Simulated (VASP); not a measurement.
The input files of a VASP run:

**INCAR**
```
# general
SYSTEM  = WTe
PREC    = Accurate
ENCUT   = 400
LREAL   = .False.
LASPH   = .True.   # aspherical one-centre terms

# electronic loop
EDIFF   = 1E-6
NELM    = 100
ALGO    = Normal   # blocked Davidson
LMAXMIX = 6

# smearing
ISMEAR  = 1
SIGMA   = 0.1   # width (eV)

# functional
GGA     = PS   # PBEsol

# ions
IBRION  = 2   # conjugate gradients
NSW     = 60   # most ionic steps
ISIF    = 3   # ions, shape and volume
EDIFFG  = -0.02

# output
LWAVE   = .False.
LCHARG  = .False.
```

**POSCAR**
```
WTe
1
    3.2238166132    -0.0000000000     0.0000000000
   -1.6119083065     2.7919070214    -0.0000000000
    0.0000000000    -0.0000000000     9.1639619751
W Te
2 2
Direct
  0.3333330000   0.6666670000   0.0398370493
  0.6666670000   0.3333330000   0.5398370493
  0.3333330000   0.6666670000   0.3351629507
  0.6666670000   0.3333330000   0.8351629507
```

### KPOINTS
```
Automatic
0
Gamma
  10 10 3
```

POTCAR, in this order: W_sv Te (PBE.64 set). Program: vasp_std.

### Question
Write an equivalent input for Quantum ESPRESSO's pw.x.

### Answer
One equivalent input (not run):
```
&CONTROL
  calculation = 'vc-relax'
  pseudo_dir = './pseudo'
  outdir = './out'
  tprnfor = .true.
  tstress = .true.
  nstep = 60
  forc_conv_thr = 0.00078
/
&SYSTEM
  ibrav = 0
  nat = 4
  ntyp = 2
  ecutwfc = 82.3
  occupations = 'smearing'
  smearing = 'methfessel-paxton'
  degauss = 0.00735
  input_dft = 'pbesol'
/
&ELECTRONS
  conv_thr = 7.3e-08
  electron_maxstep = 100
/
&IONS
/
&CELL
/
ATOMIC_SPECIES
  W 183.840 W.upf
  Te 127.600 Te.upf
CELL_PARAMETERS angstrom
     3.2238166   -0.0000000    0.0000000
    -1.6119083    2.7919070   -0.0000000
     0.0000000   -0.0000000    9.1639620
ATOMIC_POSITIONS crystal
  W    0.3333330  0.6666670  0.0398370
  W    0.6666670  0.3333330  0.5398370
  Te   0.3333330  0.6666670  0.3351630
  Te   0.6666670  0.3333330  0.8351630
K_POINTS automatic
  10 10 3 0 0 0
```
The two are equivalent in intent, not identical: the potentials are each code's own (VASP's PAW set, PseudoDojo norm-conserving files in pw.x), so ENCUT and ecutwfc are chosen apart and not converted; conv_thr bounds pw.x's estimated SCF error, while EDIFF bounds the energy change between steps; forc_conv_thr acts on force components and is met together with etot_conv_thr.

The structure was generated: WTe was put into the wurtzite type (P6_3mc), which need not be its known phase. This run relaxes it. Symmetry was kept, so distortions that lower it aren't found. The start is the result of an earlier pass.
